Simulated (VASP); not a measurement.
OSZICAR of a VASP run on P (black):

OSZICAR:
```
       N       E                     dE             d eps       ncg     rms          rms(c)
DAV:   1     0.693260728077E+02    0.69326E+02   -0.85596E+03  5040   0.122E+03
DAV:   2    -0.125254689096E+02   -0.81852E+02   -0.79913E+02  6616   0.177E+02
DAV:   3    -0.167837575758E+02   -0.42583E+01   -0.42330E+01  6894   0.424E+01
DAV:   4    -0.168405022943E+02   -0.56745E-01   -0.56690E-01  6374   0.573E+00
DAV:   5    -0.168416572645E+02   -0.11550E-02   -0.11546E-02  7028   0.734E-01    0.989E+00
DAV:   6    -0.167717306708E+02    0.69927E-01   -0.50652E-02  6198   0.141E+00    0.589E+00
DAV:   7    -0.167433131154E+02    0.28418E-01   -0.91086E-02  6498   0.193E+00    0.243E-01
DAV:   8    -0.167429842967E+02    0.32882E-03   -0.84867E-03  6048   0.641E-01    0.134E-01
DAV:   9    -0.167430126647E+02   -0.28368E-04   -0.37419E-04  6888   0.140E-01    0.676E-02
DAV:  10    -0.167430070159E+02    0.56488E-05   -0.57172E-05  6066   0.483E-02    0.245E-02
DAV:  11    -0.167430109888E+02   -0.39729E-05   -0.76324E-06  6474   0.244E-02    0.100E-02
DAV:  12    -0.167430117709E+02   -0.78211E-06   -0.41161E-07  6506   0.465E-03    0.167E-03
DAV:  13    -0.167430113186E+02    0.45235E-06   -0.10112E-07  4098   0.223E-03    0.683E-04
DAV:  14    -0.167430114552E+02   -0.13667E-06   -0.19531E-08  3564   0.978E-04    0.446E-04
DAV:  15    -0.167430115093E+02   -0.54054E-07   -0.38400E-09  3324   0.525E-04
   1 F= -.16743012E+02 E0= -.16743012E+02  d E =0.000000E+00
```

### Question
Which electronic solver shows in the log?

### Answer
It is blocked Davidson (ALGO = Normal, or the opening steps of other solvers). The INCAR had ALGO = Normal.

### Question
Can the final energy be trusted as converged?

### Answer
Self-consistency was reached. It stopped with EDIFF = 1E-7, NELM = 100 (vdW-DF-cx, plane waves, VASP's PBE PAW potentials (set 64)).

The compound is P in the black structure. It was relaxed first.
